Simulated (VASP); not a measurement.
Computed with PBE GGA + U (Dudarev), VASP's PBE PAW potentials (set 64) (plane waves; VASP).

The input files of a VASP run:

**KPOINTS**
```
kpoints
0
Gamma
7 7 7
```

### INCAR
```
ISMEAR  =  0
LDAUTYPE  =  2   # Dudarev
SYSTEM  =  MnO
LDAU  =  .TRUE.
EDIFF  =  1E-6   # SCF stop (eV)
LMAXMIX  =  4
LASPH  =  .TRUE.   # aspherical one-centre terms
LDAUPRINT  =  1
LDAUJ  =  0 0
LREAL  =  .FALSE.
ALGO  =  Normal   # blocked Davidson
ISPIN  =  2   # spin-polarised
SIGMA  =  0.05   # width (eV)
MAGMOM  =  5.0 -5.0 0.0 0.0
PREC  =  Accurate
LDAUU  =  4.0 0
NELM  =  100   # most electronic steps
LORBIT  =  10
LCHARG  =  .FALSE.
ISIF  =  2
LWAVE  =  .FALSE.
ENCUT  =  520   # plane-wave cut-off (eV)
GGA  =  PE   # PBE
LDAUL  =  2 -1
```

### POSCAR
```
MnO
1
    4.4400000000     2.2200000000     2.2200000000
    2.2200000000     4.4400000000     2.2200000000
    2.2200000000     2.2200000000     4.4400000000
Mn O
2 2
Direct
  0.0000000000   0.0000000000   0.0000000000
  0.5000000000   0.5000000000   0.5000000000
  0.2500000000   0.2500000000   0.2500000000
  0.7500000000   0.7500000000   0.7500000000
```

POTCAR, in this order: Mn_pv O (PBE.64 set). Program: vasp_std.

### Question
What will the output report for the number of irreducible k-points (NKPTS), number of bands (NBANDS), largest plane-wave count, number of space-group operations, FFT grid (NGX, NGY, NGZ)?

### Answer

```json
{
 "number of irreducible k-points (NKPTS)": "44",
 "number of bands (NBANDS)": "23",
 "largest_plane_wave_count": "1193",
 "number_of_space_group_operations": "12",
 "FFT grid (NGX, NGY, NGZ)": "40 × 40 × 40"
}
```

The compound is MnO in the rock salt, AFM-II order structure. The cell was not relaxed at this level. The run is one of a series of settings (LDAU = .TRUE., LDAUJ = 0 0, LDAUL = 2 -1, LDAUTYPE = 2, LDAUU = 4.0 0 against the base run), some of them coarse on purpose.
